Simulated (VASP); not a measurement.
Calculation: PBE0 hybrid, VASP's PBE PAW potentials (set 64) (plane waves; VASP).

VASP ran on this input.

**KPOINTS**
```
kpoints
0
G
 6 6 6
```

**POSCAR**
```
CdS
1
    0.0000000000     2.9977577980     2.9977577980
    2.9977577980     0.0000000000     2.9977577980
    2.9977577980     2.9977577980     0.0000000000
Cd S
1 1
Direct
  0.0000000000   0.0000000000   0.0000000000
  0.2500000000   0.2500000000   0.2500000000
```

INCAR:
```
SYSTEM = CdS
PREC = Accurate
ENCUT = 520
EDIFF = 1E-6
NELM = 60
ALGO = Normal
LREAL = .FALSE.
LASPH = .TRUE.
ISMEAR = 0
SIGMA = 0.05
GGA = PE
AEXX = 0.25
HFRCUT = -1
LHFCALC = .TRUE.
PRECFOCK = Fast
ISYM = 3
LMAXMIX = 4
LWAVE = .FALSE.
LCHARG = .FALSE.
ISIF = 2
```

POTCAR, in this order: Cd S (PBE.64 set). Program: vasp_std. Read from the step before: WAVECAR.

The resulting files:

### OSZICAR
```
       N       E                     dE             d eps       ncg     rms          rms(c)
DAV:   1    -0.814406462440E+01   -0.81441E+01   -0.37544E-01   421   0.637E+00    0.155E+00
DAV:   2    -0.815160577618E+01   -0.75412E-02   -0.32459E-02   471   0.236E+00    0.971E-01
DAV:   3    -0.815048140415E+01    0.11244E-02   -0.32520E-03   481   0.745E-01    0.615E-01
DAV:   4    -0.815020004744E+01    0.28136E-03   -0.53159E-04   461   0.245E-01    0.375E-01
DAV:   5    -0.815015089987E+01    0.49148E-04   -0.10121E-04   451   0.902E-02    0.226E-01
DAV:   6    -0.815013450791E+01    0.16392E-04   -0.13179E-05   441   0.356E-02    0.132E-01
DAV:   7    -0.815012664207E+01    0.78658E-05   -0.31164E-06   436   0.171E-02    0.759E-02
DAV:   8    -0.815012390485E+01    0.27372E-05   -0.17218E-06   433   0.110E-02    0.440E-02
DAV:   9    -0.815012302625E+01    0.87859E-06   -0.52890E-07   283   0.642E-03
   1 F= -.81501230E+01 E0= -.81501230E+01  d E =-.479150E-13
```

**OUTCAR**
```
------------------------ aborting loop because EDIFF is reached ----------------------------------------
  FORCE on cell =-STRESS in cart. coord.  units (eV):
  Direction    XX          YY          ZZ          XY          YZ          ZX
  --------------------------------------------------------------------------------------
  Total       -0.9645292     -0.9645292     -0.9645292      0.0000000      0.0000000      0.0000000
  in kB      -28.6817958    -28.6817958    -28.6817958      0.0000000      0.0000000      0.0000000
  external PRESSURE =     -28.6817958 kB  Pullay stress =       0.0000000 kB
  volume of cell :       53.88
      direct lattice vectors                 reciprocal lattice vectors
     0.000000000  2.997757798  2.997757798    -0.166791327  0.166791327  0.166791327
     2.997757798  0.000000000  2.997757798     0.166791327 -0.166791327  0.166791327
     2.997757798  2.997757798  0.000000000     0.166791327  0.166791327 -0.166791327
  FREE ENERGIE OF THE ION-ELECTRON SYSTEM (eV)
  ---------------------------------------------------
  free  energy   TOTEN  =        -8.1501230263 eV

  energy  without entropy=       -8.1501230263  energy(sigma->0) =       -8.15012303

  exchange ACFDT corr.  =         0.00000000  see jH, gK, PRB 81, 115126
```
(Selected blocks of OUTCAR.)

The compound is CdS in the zinc blende structure, a metastable form; wurtzite is the usual one. This cell is one point of a volume scan, at 1.03 of the reference volume. The cell's shape comes from a PBE relaxation.
